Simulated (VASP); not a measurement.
OSZICAR of a VASP run on SnO:

### OSZICAR
```
       N       E                     dE             d eps       ncg     rms          rms(c)
DAV:   1     0.400454238824E+03    0.40045E+03   -0.17063E+04   672   0.142E+03
DAV:   2     0.494284384744E+02   -0.35103E+03   -0.33988E+03   664   0.392E+02
DAV:   3    -0.215596735222E+02   -0.70988E+02   -0.69152E+02   736   0.196E+02
DAV:   4    -0.258928882191E+02   -0.43332E+01   -0.42973E+01   672   0.504E+01
DAV:   5    -0.260613427851E+02   -0.16845E+00   -0.16838E+00   696   0.981E+00    0.119E+01
DAV:   6    -0.221019728860E+02    0.39594E+01   -0.17337E+01   984   0.500E+01    0.439E+00
DAV:   7    -0.222665496662E+02   -0.16458E+00   -0.24707E+00   624   0.952E+00    0.293E+00
DAV:   8    -0.222547541228E+02    0.11796E-01   -0.61444E-01   944   0.914E+00    0.131E+00
DAV:   9    -0.222260521121E+02    0.28702E-01   -0.12173E-01   912   0.420E+00    0.564E-01
DAV:  10    -0.222253292814E+02    0.72283E-03   -0.41591E-02   936   0.178E+00    0.260E-01
DAV:  11    -0.222276220171E+02   -0.22927E-02   -0.10692E-02   824   0.120E+00    0.193E-01
DAV:  12    -0.222266238292E+02    0.99819E-03   -0.36267E-03   968   0.818E-01    0.495E-02
DAV:  13    -0.222266984268E+02   -0.74598E-04   -0.51808E-04   656   0.145E-01    0.429E-02
DAV:  14    -0.222266935679E+02    0.48590E-05   -0.25141E-04   856   0.155E-01    0.191E-02
DAV:  15    -0.222267260909E+02   -0.32523E-04   -0.35984E-05   808   0.666E-02    0.142E-02
DAV:  16    -0.222268038552E+02   -0.77764E-04   -0.19246E-05   608   0.321E-02    0.564E-03
DAV:  17    -0.222268903269E+02   -0.86472E-04   -0.13713E-05   672   0.273E-02    0.607E-03
DAV:  18    -0.222269083347E+02   -0.18008E-04   -0.10951E-06   504   0.949E-03    0.206E-03
DAV:  19    -0.222269564899E+02   -0.48155E-04   -0.18975E-06   480   0.999E-03    0.265E-03
DAV:  20    -0.222269675896E+02   -0.11100E-04   -0.20667E-07   440   0.425E-03    0.909E-04
DAV:  21    -0.222269763522E+02   -0.87626E-05   -0.27788E-07   400   0.287E-03    0.786E-04
DAV:  22    -0.222269785788E+02   -0.22266E-05   -0.66392E-08   408   0.398E-03    0.197E-04
DAV:  23    -0.222269790214E+02   -0.44261E-06   -0.83802E-08   384   0.197E-03
   1 F= -.22226979E+02 E0= -.22226979E+02  d E =-.656035E-11  mag=    -0.0000     0.0000    -0.0000
```

Question: Which electronic solver shows in the log?

Answer: It is blocked Davidson (ALGO = Normal, or the opening steps of other solvers). The INCAR had ALGO = Normal.

Question: How was spin treated?

Answer: With non-collinear spinors: mag has three components.

Question: Can the final energy be trusted as converged?

Answer: The calculation finished and met its thresholds. It stopped with EDIFF = 1E-6, NELM = 100 (PBE GGA with spin-orbit coupling, plane waves, VASP's PBE PAW potentials (set 64)).  The cell holds a wide vacuum, so values per volume refer to the whole cell.

The cell is a sheet with vacuum, built from a generated structure.
